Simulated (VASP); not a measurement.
Here is a VASP 6.6.1 calculation.

The input INCAR:

```
ALGO = Normal
EDIFF = 1E-6
ENCUT = 520
ISIF = 2
ISMEAR = 0
KPAR = 2
LASPH = True
LCHARG = False
LMIXTAU = True
LREAL = False
LWAVE = False
METAGGA = R2SCAN
NELM = 150
PREC = Accurate
SIGMA = 0.1
```

KPOINTS

```
k-points
0
Gamma
  12 12 2
```

The input POSCAR:

```
W2C3
1.0
    2.7782530000      0.0000000000      0.0000000000
   -1.3891270000      2.4060380000      0.0000000000
    0.0000000000      0.0000000000     14.2571700000
W C
4 6
Direct
    0.3333330000      0.6666670000      0.1483600000
    0.6666670000      0.3333330000      0.6483600000
    0.3333330000      0.6666670000      0.3516400000
    0.6666670000      0.3333330000      0.8516400000
    0.0000000000      0.0000000000      0.2500000000
    0.0000000000      0.0000000000      0.7500000000
    0.3333330000      0.6666670000      0.9856290000
    0.6666670000      0.3333330000      0.4856290000
    0.3333330000      0.6666670000      0.5143710000
    0.6666670000      0.3333330000      0.0143710000
```

Potentials or basis: VASP PAW PBE potentials, release 64 (W_sv, C).

Run with:

```sh
$ cat potpaw_PBE.64/W_sv/POTCAR potpaw_PBE.64/C/POTCAR > POTCAR
$ mpirun -np 2 vasp_std > vasp.out
```

Predict the pressure.

-3.5 GPa.

Estimate the largest force.

0.190 eV/Å.

What does it give for the band gap on the k mesh?

None (metal or under the smearing width).

Forces in eV/Å, atoms in the order of the input:
```
W    0.000  0.000  0.190
W    0.000  0.000  0.190
W    0.000  0.000 -0.190
W    0.000  0.000 -0.190
C    0.000  0.000  0.000
C    0.000  0.000  0.000
C    0.000  0.000 -0.018
C    0.000  0.000 -0.018
C    0.000  0.000  0.018
C    0.000  0.000  0.018
```

Caveat: the PAW data sets were made with another functional, which shifts forces and pressure a little. Spin-orbit coupling is left out, which matters for the levels of W.
